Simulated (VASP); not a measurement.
Level of theory: MS2 meta-GGA, VASP's PBE PAW potentials (set 64) (plane waves; VASP 6.6.1).

Input for VASP

### INCAR
```
ENCUT=520
ISIF=2   ! forces and stress, cell fixed
METAGGA=MS2
EDIFF=1E-7   ! SCF stop (eV)
ALGO=Normal   ! blocked Davidson
PREC=Accurate
LMAXMIX=4   ! l cut-off of mixed one-centre charges
LMIXTAU=.True.
LASPH=.True.
SYSTEM=KBr
LWAVE=.False.
NELM=100   ! most electronic steps
ISMEAR=0
SIGMA=0.05
LCHARG=.False.
LREAL=.False.
```

### KPOINTS
```
K-points
0
gamma
  7 7 7
0 0 0
```

File POSCAR:
```
KBr
4.5896520
  0.0000000000   0.7071068451   0.7071068451
  0.7071068451   0.0000000000   0.7071068451
  0.7071068451   0.7071068451   0.0000000000
K Br
1 1
Direct
  0.0000000000   0.0000000000   0.0000000000
  0.5000000000   0.5000000000   0.5000000000
```

POTCAR, in this order: K_sv Br (PBE.64 set). Program: vasp_std.

What VASP printed:

OSZICAR:
```
       N       E                     dE             d eps       ncg     rms          rms(c)
DAV:   1     0.814302270273E+02    0.81430E+02   -0.66162E+03   480   0.111E+03
DAV:   2    -0.137154408050E+02   -0.95146E+02   -0.88437E+02   616   0.260E+02
DAV:   3    -0.191040442326E+02   -0.53886E+01   -0.53355E+01   648   0.572E+01
DAV:   4    -0.194081409482E+02   -0.30410E+00   -0.29727E+00   664   0.112E+01
DAV:   5    -0.194161030572E+02   -0.79621E-02   -0.79526E-02   660   0.188E+00    0.556E+00
DAV:   6    -0.120607372020E+02    0.73554E+01   -0.12064E+01   732   0.241E+01    0.286E+00
DAV:   7    -0.126025100522E+02   -0.54177E+00   -0.16226E+00   536   0.146E+01    0.215E+00
DAV:   8    -0.139234764147E+02   -0.13210E+01   -0.12867E+00   512   0.146E+01    0.174E+00
DAV:   9    -0.126079885864E+02    0.13155E+01   -0.59308E-01   480   0.943E+00    0.124E+00
DAV:  10    -0.125063411225E+02    0.10165E+00   -0.21859E-01   496   0.613E+00    0.432E-01
DAV:  11    -0.125898854587E+02   -0.83544E-01   -0.10983E-01   892   0.352E+00    0.923E-01
DAV:  12    -0.126177493656E+02   -0.27864E-01   -0.42926E-02   736   0.212E+00    0.918E-01
DAV:  13    -0.125831280708E+02    0.34621E-01   -0.10070E-01   564   0.336E+00    0.372E-01
DAV:  14    -0.125824292678E+02    0.69880E-03   -0.10496E-02   780   0.115E+00    0.229E-01
DAV:  15    -0.125874106992E+02   -0.49814E-02   -0.73811E-03   744   0.840E-01    0.268E-01
DAV:  16    -0.125826757992E+02    0.47349E-02   -0.74406E-03   684   0.897E-01    0.344E-02
DAV:  17    -0.125825874862E+02    0.88313E-04   -0.28552E-04   756   0.202E-01    0.345E-02
DAV:  18    -0.125826120249E+02   -0.24539E-04   -0.17335E-05   708   0.500E-02    0.242E-02
DAV:  19    -0.125826152554E+02   -0.32305E-05   -0.38995E-05   784   0.724E-02    0.187E-02
DAV:  20    -0.125826177483E+02   -0.24929E-05   -0.14754E-05   808   0.554E-02    0.125E-02
DAV:  21    -0.125826185531E+02   -0.80483E-06   -0.66564E-06   528   0.396E-02    0.991E-03
DAV:  22    -0.125826237042E+02   -0.51511E-05   -0.51996E-06   616   0.322E-02    0.371E-03
DAV:  23    -0.125826238266E+02   -0.12242E-06   -0.46453E-07   564   0.787E-03    0.263E-03
DAV:  24    -0.125826238615E+02   -0.34841E-07   -0.39227E-07   692   0.732E-03
   1 F= -.12582624E+02 E0= -.12582624E+02  d E =-.534008E-15
```

**OUTCAR**
```
------------------------ aborting loop because EDIFF is reached ----------------------------------------
  FORCE on cell =-STRESS in cart. coord.  units (eV):
  Direction    XX          YY          ZZ          XY          YZ          ZX
  --------------------------------------------------------------------------------------
  Total        0.4680807      0.4680807      0.4680807      0.0000000      0.0000000      0.0000000
  in kB       10.9700074     10.9700074     10.9700074      0.0000000      0.0000000      0.0000000
  external PRESSURE =      10.9700074 kB  Pullay stress =       0.0000000 kB
  volume of cell :       68.36
      direct lattice vectors                 reciprocal lattice vectors
     0.000000000  3.245374346  3.245374346    -0.154065432  0.154065432  0.154065432
     3.245374346  0.000000000  3.245374346     0.154065432 -0.154065432  0.154065432
     3.245374346  3.245374346  0.000000000     0.154065432  0.154065432 -0.154065432
  FREE ENERGIE OF THE ION-ELECTRON SYSTEM (eV)
  ---------------------------------------------------
  free  energy   TOTEN  =       -12.5826238615 eV

  energy  without entropy=      -12.5826238615  energy(sigma->0) =      -12.58262386
```
(Selected blocks of OUTCAR.)

The compound is KBr in the rock salt structure. This cell is one point of a volume scan, at 0.94 of the reference volume.
